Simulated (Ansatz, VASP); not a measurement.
# Cross-check of CO2 between VASP and Ansatz, part 2 of 2

Aim: how closely do two programs agree when they are given the same cell, functional and k mesh? The cell is taken from a series of runs on this material, whose earlier steps may have relaxed, scaled, displaced or heated it; both programs get it as it stands.

VASP 6.6.1 and Ansatz 0.2.0.

So far: Starting point; VASP: relaxation of cell and atoms, PBEsol.

## 3. Ansatz: relaxation of cell and atoms, PBEsol

Level of this step: Ansatz beside VASP: Kohn-Sham DFT, plane waves, PBEsol (Ansatz).

Ansatz runs on its PAW soft_1 files.

The same cell, functional and mesh now go to Ansatz, which takes its cutoff from its data sets.

The input, input.yaml:

```yaml
crystal:
  lattice:
    - [-1.9588183441, 1.9588183441, 2.9678756762]
    - [1.9588183441, -1.9588183441, 2.9678756762]
    - [1.9588183441, 1.9588183441, -2.9678756762]
  atoms:
    - { symbol: C, position: [0.75, 0.25, 0.5] }
    - { symbol: C, position: [0.0, 0.0, 0.0] }
    - { symbol: O, position: [0.7076084809, 0.125, 0.0826084809] }
    - { symbol: O, position: [0.0423915191, 0.625, 0.9173915191] }
    - { symbol: O, position: [0.375, 0.2923915191, 0.4173915191] }
    - { symbol: O, position: [0.875, 0.9576084809, 0.5826084809] }
kpoints:
  mp_grid: { grid: [8, 8, 8] }
hamiltonian:
  xc: pbesol
  pseudopotentials: { kind: paw, azcp: { folder: soft_1 }, xc_functional: pbe }
scf:
  occupations: { method: fixed }
output:
  forces: true
  stress: true
  eigenvalues: true
relax:
  adjacent_minimum: "off"
  f_tol: 0.001
  max_steps: 60
  cell: { stress_tol: 0.01 }
```

On the command line:

```bash
> ansatz run input.yaml --threads 8 --pin off --max-ram 16384MiB --backend cpu --events-out ev --progress --plain --runs-dir out
```

Numbers of over 12 decimals in the logs are rounded to 6 here.

The log of the run:

```text
Engine: ansatz 0.2.0, aarch64-unknown-linux-gnu
Pseudopotentials: kind: paw
Pseudopotential: C, paw, valence charge 4, recommended cutoff 420 eV (normal), soft_1/C.paw.azcp
Pseudopotential: O, paw, valence charge 6, recommended cutoff 420 eV (normal), soft_1/O.paw.azcp
Functional definition: PBEsol
  exchange = pbesol_x
  correlation = pbesol_c
Crystal: 6 atoms, lattice volume = 45.551 Å³
Basis set: ecut = 420 eV, 901 PW (Γ), exchange–correlation on 60×60×60 points (8 copies of the dense FFT grid, shifted against one another)
Bands: 22, of which v1, the nominal top of the filled ones, is band 16 counted from 1 (15 counted from 0)
Symmetry: 8 space group operations
Space group: I-42d (ITA 122), of the structure as read, at distance tolerance 3.6e-5 Å
k-points: 59 of 512 (time reversal used)
Non-local potential: C, projectors of the file, l = 0: 2, l = 1: 2, l = 2: 1
Non-local potential: O, projectors of the file, l = 0: 2, l = 1: 2, l = 2: 1
PAW form: soft (Blöchl's): semilocal exchange-correlation on the pseudo side does not see the compensation charge
PAW frozen core: C, regenerated for the run's functional, and the local potential with it (the file was generated under x = pbe(κ = 0.804, μ = 0.219515), c = pbe(β = 0.066725))
PAW frozen core: O, regenerated for the run's functional, and the local potential with it (the file was generated under x = pbe(κ = 0.804, μ = 0.219515), c = pbe(β = 0.066725))
PAW one-centre angular grid: C, 110 points (default); XC on 64 Gauss nodes
PAW one-centre angular grid: O, 110 points (default); XC on 64 Gauss nodes
Initial density: superposition of atomic densities (chi_scale 0.1, normalization cell, long waves kept (reshape's long-wave potential 0.03 eV rms))
Initial wavefunctions: pseudopotential atomic-orbital guess
Functional: x = pbesol(κ = 0.804, μ = 0.123457), c = pbesol(β = 0.046)
SCF iter   1: F=—  HF=-2734.047830 eV  |F-HF|=—  |Δ(HF+E_count)|=         —  Δρ=1.40e-1  dr2=5.14e0  ethr=3.10e-3  ⟨swp⟩=5.6  Hψ=5116  notcnv=0  defer=217
preconditioner: auto → none  [insulator: Δε(μ)=8.862 eV  Ē_g=19.750 eV  n_scr=14 (ndim 8)  ℏωp=31.1 eV  f_vac=0.004  ε∞_Penn≈3.5]
SCF iter   2: F=—  HF=-2732.852014 eV  |F-HF|=—  |Δ(HF+E_count)|=    1.20e0  Δρ=6.53e-2  dr2=7.13e-1  ethr=3.10e-3  ⟨swp⟩=2.4  Hψ=2962  notcnv=0  defer=182
SCF iter   3: F=—  HF=-2732.705995 eV  |F-HF|=—  |Δ(HF+E_count)|=   1.46e-1  Δρ=2.64e-2  dr2=9.57e-2  ethr=2.23e-3  ⟨swp⟩=3.0  Hψ=2658  notcnv=0  defer=174
SCF iter   4: F=—  HF=-2732.709242 eV  |F-HF|=—  |Δ(HF+E_count)|=   3.25e-3  Δρ=7.34e-3  dr2=7.59e-3  ethr=2.99e-4  ⟨swp⟩=2.0  Hψ=1306  notcnv=0  defer=234
SCF iter   5: F=—  HF=-2732.710028 eV  |F-HF|=—  |Δ(HF+E_count)|=   7.87e-4  Δρ=8.19e-4  dr2=1.07e-4  ethr=2.37e-5  ⟨swp⟩=3.0  Hψ=2250  notcnv=0  defer=234
SCF iter   6: F=—  HF=-2732.710073 eV  |F-HF|=—  |Δ(HF+E_count)|=   4.42e-5  Δρ=1.03e-4  dr2=2.02e-6  ethr=3.35e-7  ⟨swp⟩=2.3  Hψ=2039  notcnv=0  defer=112
SCF iter   7: F=—  HF=-2732.710074 eV  |F-HF|=—  |Δ(HF+E_count)|=   1.87e-6  Δρ=1.23e-5  dr2=3.92e-8  ethr=3.13e-10  ⟨swp⟩=9.1  Hψ=7516  notcnv=0
SCF iter   8: F=-2732.710074 eV  HF=-2732.710074 eV  |F-HF|=2.67e-10  |Δ(HF+E_count)|=   4.52e-9  Δρ=1.21e-6  dr2=5.06e-10  ethr=1.22e-10  ⟨swp⟩=2.3  Hψ=4403  notcnv=0
SCF 1 converged in 8 iterations: F = -2732.710074 eV  dr2 = 5.06e-10
  greatest PAW one-centre occupation: 0.863 electrons in one spin orbital (limit 2), on the O atom at site 5 (counted from 0), in its partial waves of l = 0
relax step   1: F+E_penalty+E_count = -2732.71007439 eV  Δ(F+E_penalty+E_count) = +0.000e0 eV  max|allowed force component| = 1.295e-4 eV/Å  Δτ_max = 0.0000 Å  P = -0.007 GPa  Ω = 45.551 Å³  (8 SCF iters, dr2 threshold 1.00e-7 eV, accepted)
Initial density: handed on by an earlier stage of this run
Initial wavefunctions: pseudopotential atomic-orbital guess (no wavefunctions were taken with the density)
iter 1 solved again at ethr=4.55e-8 eV; its pass at ethr=3.10e-3 eV (dr2=1.46e-5 eV) is discarded
SCF iter   1: F=—  HF=-2732.710074 eV  |F-HF|=—  |Δ(HF+E_count)|=         —  Δρ=1.04e-6  dr2=3.68e-10  ethr=4.55e-8  ⟨swp⟩=3.4  Hψ=8791  notcnv=0  defer=234
eigensolver tolerance schedule: the retry pair's looser diagonalisation over-reported the residual by 39544.28 of it (diagonalisation noise at 1.39 of the residual, at the tolerance the schedule requests for it); recorded, not acted on — ethr = c·dr2/N_el stays at c = 1.0e-1
preconditioner: auto → none  [insulator: Δε(μ)=7.648 eV  Ē_g=19.175 eV  n_scr=14 (ndim 8)  ℏωp=31.1 eV  f_vac=0.026  ε∞_Penn≈3.6]
SCF iter   2: F=—  HF=-2732.710074 eV  |F-HF|=—  |Δ(HF+E_count)|=   4.02e-7  Δρ=5.15e-7  dr2=6.41e-11  ethr=1.15e-12  ⟨swp⟩=3.8  Hψ=3067  notcnv=0  defer=115
SCF iter   3: F=—  HF=-2732.710074 eV  |F-HF|=—  |Δ(HF+E_count)|=  1.05e-11  Δρ=2.15e-7  dr2=1.21e-11  ethr=1.00e-12  ⟨swp⟩=1.0  Hψ=1185  notcnv=0  defer=115
SCF iter   4: F=-2732.710074 eV  HF=-2732.710074 eV  |F-HF|=1.82e-12  |Δ(HF+E_count)|=  8.64e-12  Δρ=8.79e-8  dr2=1.58e-12  ethr=1.00e-12  ⟨swp⟩=11.2  Hψ=7045  notcnv=0
SCF 2 converged in 4 iterations: F = -2732.710074 eV  dr2 = 1.58e-12
  greatest PAW one-centre occupation: 0.863 electrons in one spin orbital (limit 2), on the O atom at site 2 (counted from 0), in its partial waves of l = 0
relax step   2: F+E_penalty+E_count = -2732.71007439 eV  Δ(F+E_penalty+E_count) = -2.237e-10 eV  max|allowed force component| = 1.414e-4 eV/Å  Δτ_max = 0.0000 Å  P = -0.007 GPa  Ω = 45.551 Å³  stress off target by 8.17e-3 GPa  SCF on the basis re-selected at this cell (its energy is not comparable with the rows above)  (4 SCF iters)
basis re-selected at this cell: Δ(F+E_penalty+E_count) = -2.237e-10 eV, ΔP = +0.000 GPa vs the last step (what re-selecting the basis moved, of the pressure what is left beyond the Pulay correction that the steps carried, after the strain that the cell walked since its last selection, with what the two solves' SCF thresholds leave and, on support functions, any second-order correction that the steps lacked; it is no  [...]
SCF converged after 4 iterations
Free energy (F): -2732.710074 eV
Harris-Foulkes:  -2732.710074 eV  (|F-HF|=1.82e-12)
Internal energy: -2732.710074 eV  (E = F + TS)
E sigma→0 (E₀):  -2732.710074 eV
Fermi energy:    5.309943 eV
--- Per-component energies (eV) ---
  E_band       = -108.329904
  E_kinetic    = 851.392134
  E_local      = -1712.383599  (includes V_loc(G=0)·N_el)
  E_nonlocal   = 256.978654
  E_hartree    = 580.289364
  E_xc         = -373.247937
  E_vxc        = -474.645819  (∫ρ·V_xc dr)
  E_paw        = -821.006327  (= ΣΔE_a)
  E_vpaw       = -190.253109  (= ΣTr[D̂ρ^β])
  E_aug_tail   = 0.003112  (compensation charges beyond the density's cutoff)
  E_ewald      = -1514.918829
  E_core_change = 0.183353  (= ΣΔE_core)
  E_smearing   = -0.000000  (= −TS)
  E_closure    = -0.000000  (closes the sum)
  Σ components = -2732.710074   (vs F -2732.710074, Δ=0.00e0)
--- Forces (eV/Å), atoms counted from 1 ---
  atom   1  C     -0.00000000    -0.00000000     0.00000000
  atom   2  C     -0.00000000    -0.00000000     0.00000000
  atom   3  O      0.00000000    -0.00014144    -0.00000000
  atom   4  O      0.00000000     0.00014144     0.00000000
  atom   5  O      0.00014144     0.00000000    -0.00000000
  atom   6  O     -0.00014144     0.00000000    -0.00000000
  max |Σ_I F_I| component: 1.63e-16 eV/Å
--- Stress (GPa, compression-positive) ---
       -0.008171       0.000000      -0.000000
        0.000000      -0.008171       0.000000
       -0.000000       0.000000      -0.005094
  P = ⅓ Tr σ = -0.0071 GPa (-0.071 kbar)
--- Band table (eV; the first three rows and the last of 59) ---
  k-point 0: bands = [... 12 lower, 4.0235, 4.4248, 4.4248, 4.8916, 12.9579, 14.7670, 14.7780, 14.7780, ... 2 higher]
  k-point 1: bands = [... 12 lower, 4.1594, 4.1803, 4.3193, 4.7268, 13.1351, 14.7636, 14.9319, 15.1212, ... 2 higher]
  k-point 2: bands = [... 12 lower, 4.0889, 4.1070, 4.4965, 4.6593, 13.4600, 14.7017, 15.4773, 15.5131, ... 2 higher]
  k-point 58: bands = [... 12 lower, 2.4027, 2.4027, 5.2875, 5.2875, 14.2705, 14.2705, 16.2010, 16.2010, ... 2 higher]
--- Relaxed structure (1 steps of the walk, 1 accepted, 1 SCFs on fresh bases) ---
  F+E_penalty+E_count = -2732.71007439 eV   max|allowed force component| = 1.414e-4 eV/Å   (the final SCF, on the basis selected at the relaxed cell)
  cell:  # Å, volume = 45.5506 Å³
    - [-1.9588183441, 1.9588183441, 2.9678756762]
    - [1.9588183441, -1.9588183441, 2.9678756762]
    - [1.9588183441, 1.9588183441, -2.9678756762]
  atoms:
    - { symbol: C, position: [0.75, 0.25, 0.500000] }
    - { symbol: C, position: [0.0, 0.0, 0.0] }
    - { symbol: O, position: [0.707608, 0.125, 0.0826084809] }
    - { symbol: O, position: [0.042392, 0.625, 0.9173915191] }
    - { symbol: O, position: [0.375000, 0.2923915191, 0.417392] }
    - { symbol: O, position: [0.875, 0.957608, 0.582608] }
```

## 4. Comparison

Known differences besides the potentials themselves: fixed occupations in Ansatz, narrow Gaussian smearing in VASP; the cutoff is 420 eV in Ansatz and 600 eV in VASP; Ansatz makes its cores anew for this functional, VASP keeps those of its PBE data sets; Ansatz adds a Pulay correction to the stress that steers its cell, VASP none. Total energies have different zeros and are not compared.

Compared:

| quantity | Ansatz | VASP | difference |
| --- | --- | --- | --- |
| volume (Å³) | 45.55 | 45.70 | -0.32 % |
| edge a after relaxation, in the typed setting (Å) | 4.060 | 4.064 | -0.10 % |

## 5. VASP: relaxation of cell and atoms, r2SCAN

The relaxed volume is the usual yardstick between codes: in a stiff, nearly cubic crystal its relative difference is about their pressure difference at one cell divided by the bulk modulus.

The input, INCAR:

```
SYSTEM = CO2
PREC = Accurate
ENCUT = 660
EDIFF = 1E-07
NELM = 120
ISMEAR = 0
SIGMA = 0.01
LREAL = .FALSE.
ALGO = Normal
METAGGA = R2SCAN
LASPH = .TRUE.
NBANDS = 22
LORBIT = 11
LWAVE = .FALSE.
LCHARG = .FALSE.
ISIF = 3
IBRION = 2
NSW = 80
EDIFFG = -0.005
GGA_COMPAT = .FALSE.
NELMIN = 4
EFERMI = MIDGAP
LMIXTAU = .TRUE.
KPAR = 2
```

The input, POSCAR:

```
CO2
1.0
   -1.9588180000      1.9588180000      2.9678760000
    1.9588180000     -1.9588180000      2.9678760000
    1.9588180000      1.9588180000     -2.9678760000
C O
2 4
Direct
    0.7500000000      0.2500000000      0.5000000000
    0.0000000000      0.0000000000      0.0000000000
    0.7076084914      0.1250000000      0.0826084914
    0.0423915086      0.6250000000      0.9173915086
    0.3750000000      0.2923915086      0.4173915086
    0.8750000000      0.9576084914      0.5826084914
```

The input, KPOINTS:

```
Automatic mesh
0
Gamma
8 8 8
0 0 0
```

The projector-augmented-wave data sets are C and O (PBE family, release 64).

On the command line:

```bash
> mpirun -np 2 vasp_std
```

The log of the run:

```text
[banner, memory and clock lines left out]
running    2 mpi-ranks, on    1 nodes
[...]
[... a notice as in an earlier step ...]

 LDA part: xc-table for (None), standard interpolation
 POSCAR, INCAR and KPOINTS ok, starting setup
[...]
entering main loop
       N       E                     dE             d eps       ncg     rms          rms(c)
DAV:   1     0.185433229420E+03    0.18543E+03   -0.22141E+04  2596   0.179E+03
DAV:   2    -0.546380680171E+02   -0.24007E+03   -0.23174E+03  3480   0.361E+02
DAV:   3    -0.636266207189E+02   -0.89886E+01   -0.89522E+01  3304   0.711E+01
DAV:   4    -0.637051763138E+02   -0.78556E-01   -0.78472E-01  3184   0.737E+00
[...]
DAV:  16    -0.494184897925E+02    0.27846E-04   -0.11382E-05  2854   0.425E-02    0.369E-03
DAV:  17    -0.494185194496E+02   -0.29657E-04   -0.13395E-05  2824   0.442E-02    0.114E-03
DAV:  18    -0.494185194802E+02   -0.30613E-07   -0.19580E-07  2368   0.487E-03
   1 F= -.49418519E+02 E0= -.49418519E+02  d E =-.494185E+02
[... from here on, the cycles between the ionic steps are left out ...]
   2 F= -.49418498E+02 E0= -.49418498E+02  d E =0.211030E-04
   3 F= -.49418598E+02 E0= -.49418598E+02  d E =-.784836E-04
   4 F= -.49418655E+02 E0= -.49418655E+02  d E =-.574915E-04
   5 F= -.49418682E+02 E0= -.49418682E+02  d E =-.839588E-04
   6 F= -.49418696E+02 E0= -.49418696E+02  d E =-.137471E-04
 trial-energy change:   -0.000014  1 .order   -0.000014   -0.000019   -0.000008
 step:   1.9857(harm=  1.9857)  dis= 0.00005  next Energy=   -49.418698 (dE=-0.164E-04)
 reached required accuracy - stopping structural energy minimisation
```

Parts of OUTCAR (step 5):

```text
  Total        0.0015204      0.0015204      0.0220115      0.0000000      0.0000000      0.0000000
  in kB        0.0535514      0.0535514      0.7752603      0.0000000      0.0000000      0.0000000
  external PRESSURE =       0.2941210 kB  Pullay stress =       0.0000000 kB

 POSITION                                       TOTAL-FORCE (eV/Angst)
 -----------------------------------------------------------------------------------
     -0.00000      1.95687      1.48490         0.000000      0.000000     -0.000000
      1.95687      1.95687      2.96980        -0.000000      0.000000     -0.000000
     -0.97844      1.29906      2.22735         0.000000      0.000604     -0.000000
      2.93531      0.65781     -0.74245        -0.000000     -0.000604      0.000000
      0.65781      0.97844      0.74245        -0.000604      0.000000      0.000000
      1.29906      0.97844      3.71225         0.000604      0.000000     -0.000000
 -----------------------------------------------------------------------------------
    total drift:                               -0.000001     -0.000001     -0.000001

  FREE ENERGIE OF THE ION-ELECTRON SYSTEM (eV)
  ---------------------------------------------------
  free  energy   TOTEN  =       -49.4186956697 eV

  energy  without entropy=      -49.4186956697  energy(sigma->0) =      -49.41869567

[... 2 parts as in an earlier step ...]

[... 2 further parts left out ...]
[key lines of the parts left out:]
E-fermi :   6.2094
```

## 6. Ansatz: relaxation of cell and atoms, r2SCAN

The same cell, functional and mesh now go to Ansatz, which takes its cutoff from its data sets.

The cell is taken from a series of runs on this material, whose earlier steps may have relaxed, scaled, displaced or heated it; both programs get it as it stands.

input.yaml: that of step 3 with these lines changed.

```diff
@@ -15,4 +15,4 @@
 hamiltonian:
-  xc: pbesol
-  pseudopotentials: { kind: paw, azcp: { folder: soft_1 }, xc_functional: pbe }
+  xc: r2scan
+  pseudopotentials: { kind: paw, azcp: { folder: soft_1 } }
 scf:
```

On the command line:

```bash
> ansatz run input.yaml --threads 8 --pin off --max-ram 16384MiB --backend cpu --events-out ev --progress --plain --runs-dir out
```

The log of the run:

```text
[...]
Crystal: 6 atoms, lattice volume = 45.551 Å³
Basis set: ecut = 500 eV, 1147 PW (Γ), exchange–correlation on 120×120×120 points (64 copies of the dense FFT grid, shifted against one another)
Bands: 22, of which v1, the nominal top of the filled ones, is band 16 counted from 1 (15 counted from 0)
Symmetry: 8 space group operations
[...]
cell:  # Å, volume = 45.3320 Å³
    - [-1.954423, 1.954423, 2.966932]
    - [1.954423, -1.954423, 2.966932]
    - [1.954423, 1.954423, -2.966932]
  atoms:
    - { symbol: C, position: [0.750000, 0.25, 0.500000] }
    - { symbol: C, position: [0, 0, 0] }
    - { symbol: O, position: [0.707559, 0.125000, 0.082559] }
    - { symbol: O, position: [0.042441, 0.625000, 0.917441] }
    - { symbol: O, position: [0.375000, 0.292441, 0.417441] }
    - { symbol: O, position: [0.875, 0.957559, 0.582559] }
[key lines of the parts left out:]
SCF converged after 5 iterations
Free energy (F): -2773.001643 eV
Fermi energy:    4.928088 eV
P = ⅓ Tr σ = 0.0001 GPa (0.001 kbar)
```

## 7. Comparison

What differs besides the data sets and the points named for the pairs above, as far as they apply: VASP keeps PBE cores, Ansatz makes them for the functional; the cutoff is 500 eV in Ansatz and 660 eV in VASP. Total energies have different zeros and are not compared.

The two programs side by side:

| quantity | Ansatz | VASP | difference |
| --- | --- | --- | --- |
| volume (Å³) | 45.33 | 45.49 | -0.35 % |
| edge a after relaxation, in the typed setting (Å) | 4.055 | 4.059 | -0.11 % |

## 8. What came out

```yaml
difference_in_volume_relaxation_of_cell_and_atoms_pbesol: -0.32 %
difference_in_volume_relaxation_of_cell_and_atoms_r2scan: -0.35 %
```

In words: The difference in volume is -0.35 % (relaxation of cell and atoms, r2SCAN), within the 1.2 % picked in this series as the mark of a large difference, as far as the stopping tolerances let one tell. 1 further pair of this series is not shown here. Such differences can come from data sets, numerical settings and the points named under the comparisons, not from the functional's error against experiment.

[Lines on the potential files, build, host, timing and source positions are cut from VASP's logs without a mark.]

[Logs are printed without paths, hosts, clocks, repeated set-up lines and the standing remarks that a program may print on its own settings, such as how far it seeks lower states.]

[Hosts, paths, dates, database ids (printed as entryN), source tags and the programs' standing remarks are cut or masked in the printed files.]
